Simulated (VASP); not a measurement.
An input for Quantum ESPRESSO's pw.x (written as the equivalent of a VASP run, and not itself run):

```
&CONTROL
  calculation = 'vc-relax'
  pseudo_dir = './pseudo'
  outdir = './out'
  tprnfor = .true.
  tstress = .true.
  nstep = 40
  forc_conv_thr = 0.00039
/
&SYSTEM
  ibrav = 0
  nat = 3
  ntyp = 2
  ecutwfc = 66
  occupations = 'smearing'
  smearing = 'gaussian'
  degauss = 0.003675
  input_dft = 'pbe'
/
&ELECTRONS
  conv_thr = 7.3e-09
  electron_maxstep = 100
/
&IONS
/
&CELL
  press = 50
/
ATOMIC_SPECIES
  Zr 91.224 Zr.upf
  S 32.060 S.upf
CELL_PARAMETERS angstrom
     1.8431587   -3.1924445   -0.0000000
     1.8431587    3.1924445    0.0000000
    -0.0000000    0.0000000    6.3408382
ATOMIC_POSITIONS crystal
  Zr   1.0000000  1.0000000  0.0000000
  S    0.3333330  0.6666670  0.2283806
  S    0.6666670  0.3333330  0.7716194
K_POINTS automatic
  6 6 4 0 0 0
```

Problem. Translate this input to VASP (INCAR, KPOINTS, POSCAR, choice of POTCAR).

Solution. One answer among several that fit: 
File KPOINTS:
```
Automatic mesh
0
Gamma
6 6 4
```

### INCAR
```
SIGMA=0.05   ! width (eV)
ISMEAR=0
ENCUT=480   ! plane-wave cut-off (eV)
EDIFF=1E-7   ! SCF stop (eV)
PREC=Accurate
SYSTEM=ZrS2
PSTRESS=50
LREAL=.False.   ! projection in real space or not
ISIF=3   ! ions, shape and volume
GGA=PE   ! PBE
IBRION=2   ! conjugate gradients
ALGO=Normal   ! blocked Davidson
LMAXMIX=4
LWAVE=.False.
LASPH=.True.   ! aspherical one-centre terms
NSW=40
NELM=100   ! most electronic steps
LCHARG=.False.
EDIFFG=-0.01   ! ionic stop
```

POSCAR:
```
ZrS2
1
    1.8431586764    -3.1924444965    -0.0000000000
    1.8431586764     3.1924444965     0.0000000000
   -0.0000000000     0.0000000000     6.3408382011
Zr S
1 2
Direct
  1.0000000000   1.0000000000   0.0000000000
  0.3333330000   0.6666670000   0.2283806171
  0.6666670000   0.3333330000   0.7716193829
```

POTCAR, in this order: Zr_sv S (PBE.64 set). Program: vasp_std.

Limits of the translation: the potentials are each code's own (VASP's PAW set, PseudoDojo norm-conserving files in pw.x), so ENCUT and ecutwfc are chosen apart and not converted; conv_thr bounds pw.x's estimated SCF error, while EDIFF bounds the energy change between steps; forc_conv_thr acts on force components and is met together with etot_conv_thr.

The compound is ZrS2 in the 1T layered structure. This run relaxes it under an external pressure of 5 GPa. Symmetry was kept, so distortions that lower it aren't found.
